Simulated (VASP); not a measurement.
Take Ge (diamond), against free atoms with fixed spin and no zero-point term, in VASP with PAW potentials, and its cohesive energy.

Task: One run gives 4.16 eV/atom. Which level is it?
A. RPBE
B. PBE
C. LDA
D. PBEsol

Result: D, PBEsol.  The others give 3.33 (RPBE), 4.63 (LDA), 3.75 (PBE).

Only levels that ran to the end are used. Left out are those held back, those with too coarse a band path, GW runs whose mesh misses a band edge, hybrids' fits of cells that aren't cubic and levels without matching references; a question may draw on a part of the rest.

The compound is Ge in the diamond structure.
